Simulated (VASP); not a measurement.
Level of theory: MS2 meta-GGA, VASP's PBE PAW potentials (set 64) (plane waves; VASP).

The input files of a VASP run:

**POSCAR**
```
KCl
1
    0.0000000000     3.1520971582     3.1520971582
    3.1520971582     0.0000000000     3.1520971582
    3.1520971582     3.1520971582     0.0000000000
K Cl
1 1
Direct
  0.0000000000   0.0000000000   0.0000000000
  0.5000000000   0.5000000000   0.5000000000
```

File KPOINTS:
```
Automatic mesh
0
Gamma
7 7 7
0 0 0
```

### INCAR
```
SYSTEM = KCl
PREC = Accurate
ENCUT = 520
EDIFF = 1E-7
NELM = 100
ALGO = Normal
LREAL = .FALSE.
LASPH = .TRUE.
ISMEAR = 0
SIGMA = 0.05
METAGGA = MS2
LMIXTAU = .TRUE.
LWAVE = .FALSE.
LCHARG = .FALSE.
ISIF = 2
```

POTCAR, in this order: K_sv Cl (PBE.64 set). Program: vasp_std.

Output of the run:

**OUTCAR**
```
 ion  position               nearest neighbor table
   1  0.000  0.000  0.000-   2 3.15   2 3.15   2 3.15   2 3.15   2 3.15   2 3.15
   2  0.500  0.500  0.500-   1 3.15   1 3.15   1 3.15   1 3.15   1 3.15   1 3.15
  LATTYP: Found a face centered cubic cell.
 ALAT       =     6.3041943164
 Subroutine PRICEL returns:
 Original cell was already a primitive cell.
 Subroutine GETGRP returns: Found 48 space group operations
The static configuration has the point symmetry O_h .
The dynamic configuration has the point symmetry O_h .
 Subroutine INISYM returns: Found 48 space group operations
 Subroutine IBZKPT returns following result:
 Found     20 irreducible k-points:

 Following reciprocal coordinates:
            Coordinates               Weight
  0.000000  0.000000  0.000000      1.000000
  0.142857  0.000000  0.000000      8.000000
  0.285714  0.000000  0.000000      8.000000
  0.428571  0.000000  0.000000      8.000000
  0.142857  0.142857  0.000000      6.000000
  0.285714  0.142857  0.000000     24.000000
  0.428571  0.142857  0.000000     24.000000
 -0.428571  0.142857  0.000000     24.000000
 -0.285714  0.142857  0.000000     24.000000
...
```

### OSZICAR
```
       N       E                     dE             d eps       ncg     rms          rms(c)
DAV:   1     0.816007316654E+02    0.81601E+02   -0.68612E+03   480   0.112E+03
DAV:   2    -0.192467977442E+02   -0.10085E+03   -0.93701E+02   648   0.275E+02
DAV:   3    -0.246195748667E+02   -0.53728E+01   -0.53182E+01   668   0.582E+01
DAV:   4    -0.248179932556E+02   -0.19842E+00   -0.19530E+00   684   0.104E+01
DAV:   5    -0.248229552583E+02   -0.49620E-02   -0.49597E-02   644   0.160E+00    0.533E+00
DAV:   6    -0.165929073856E+02    0.82300E+01   -0.14109E+01   572   0.293E+01    0.316E+00
DAV:   7    -0.173256295636E+02   -0.73272E+00   -0.16965E+00   528   0.165E+01    0.228E+00
DAV:   8    -0.170490745155E+02    0.27656E+00   -0.85414E-01   708   0.120E+01    0.214E+00
DAV:   9    -0.171278008488E+02   -0.78726E-01   -0.72476E-01   732   0.902E+00    0.141E+00
DAV:  10    -0.173322577674E+02   -0.20446E+00   -0.26868E-01   656   0.599E+00    0.740E-01
DAV:  11    -0.172349039479E+02    0.97354E-01   -0.17332E-01   500   0.610E+00    0.400E-01
DAV:  12    -0.172272100050E+02    0.76939E-02   -0.39549E-02   640   0.199E+00    0.377E-01
DAV:  13    -0.172274213107E+02   -0.21131E-03   -0.11932E-03   704   0.304E-01    0.397E-01
DAV:  14    -0.172380438902E+02   -0.10623E-01   -0.17341E-02   496   0.163E+00    0.240E-01
DAV:  15    -0.172261692023E+02    0.11875E-01   -0.31825E-02   496   0.223E+00    0.149E-01
DAV:  16    -0.172274177989E+02   -0.12486E-02   -0.15542E-03   512   0.485E-01    0.148E-01
DAV:  17    -0.172275848521E+02   -0.16705E-03   -0.36645E-05   684   0.843E-02    0.125E-01
DAV:  18    -0.172275946844E+02   -0.98324E-05   -0.80498E-05   696   0.130E-01    0.879E-02
DAV:  19    -0.172276280501E+02   -0.33366E-04   -0.23535E-05   564   0.778E-02    0.650E-02
DAV:  20    -0.172276860907E+02   -0.58041E-04   -0.64118E-05   556   0.131E-01    0.158E-02
DAV:  21    -0.172276857274E+02    0.36326E-06   -0.17296E-05   616   0.576E-02    0.135E-02
DAV:  22    -0.172276877461E+02   -0.20187E-05   -0.35127E-06   708   0.241E-02    0.428E-03
DAV:  23    -0.172276891222E+02   -0.13761E-05   -0.47505E-07   548   0.101E-02    0.180E-03
DAV:  24    -0.172276891885E+02   -0.66298E-07   -0.14600E-07   420   0.535E-03
   1 F= -.17227689E+02 E0= -.17227689E+02  d E =-.677453E-20
```

### OUTCAR
```
------------------------ aborting loop because EDIFF is reached ----------------------------------------
  FORCE on cell =-STRESS in cart. coord.  units (eV):
  Direction    XX          YY          ZZ          XY          YZ          ZX
  --------------------------------------------------------------------------------------
  Total        0.0040799      0.0040799      0.0040799      0.0000000      0.0000000     -0.0000000
  in kB        0.1043589      0.1043589      0.1043589      0.0000000      0.0000000     -0.0000000
  external PRESSURE =       0.1043589 kB  Pullay stress =       0.0000000 kB
  volume of cell :       62.64
      direct lattice vectors                 reciprocal lattice vectors
     0.000000000  3.152097158  3.152097158    -0.158624552  0.158624552  0.158624552
     3.152097158  0.000000000  3.152097158     0.158624552 -0.158624552  0.158624552
     3.152097158  3.152097158  0.000000000     0.158624552  0.158624552 -0.158624552
  FREE ENERGIE OF THE ION-ELECTRON SYSTEM (eV)
  ---------------------------------------------------
  free  energy   TOTEN  =       -17.2276891885 eV

  energy  without entropy=      -17.2276891885  energy(sigma->0) =      -17.22768919
```
(Selected blocks of OUTCAR.)

### OUTCAR
```
 val. band max:       -2.1993660577   @ k =   0.0000   0.0000   0.0000

 cond. band min:       3.6108910070   @ k =   0.0000   0.0000   0.0000


 Fermi energy:        -1.8906038083

 k-point     1 :       0.0000    0.0000    0.0000
  band No.  band energies     occupation
      1     -30.7091      2.00000
      2     -15.0960      2.00000
      3     -13.0681      2.00000
      4     -13.0681      2.00000
      5     -13.0681      2.00000
      6      -2.1994      2.00000
      7      -2.1994      2.00000
      8      -2.1994      2.00000
      9       3.6109      0.00000
     10       6.8936      0.00000
     11       6.8936      0.00000
     12       6.8936      0.00000

 k-point     2 :       0.1429    0.0000    0.0000
  band No.  band energies     occupation
      1     -30.7074      2.00000
      2     -15.1193      2.00000
      3     -13.0696      2.00000
      4     -13.0696      2.00000
      5     -13.0352      2.00000
      6      -2.4242      2.00000
      7      -2.2600      2.00000
      8      -2.2600      2.00000
      9       4.0780      0.00000
     10       6.6870      0.00000
     11       7.1582      0.00000
     12       7.1582      0.00000

 k-point     3 :       0.2857    0.0000    0.0000
  band No.  band energies     occupation
      1     -30.7035      2.00000
      2     -15.1690      2.00000
      3     -13.0730      2.00000
      4     -13.0730      2.00000
      5     -12.9633      2.00000
      6      -2.8600      2.00000
      7      -2.3908      2.00000
      8      -2.3908      2.00000
      9       5.1007      0.00000
     10       6.5655      0.00000
     11       7.9019      0.00000
     12       7.9019      0.00000

 k-point     4 :       0.4286    0.0000    0.0000
  band No.  band energies     occupation
      1     -30.7004      2.00000
      2     -15.2069      2.00000
      3     -13.0757      2.00000
      4     -13.0756      2.00000
      5     -12.9074      2.00000
      6      -3.1625      2.00000
...
```

The compound is KCl in the rock salt structure. It was relaxed first.
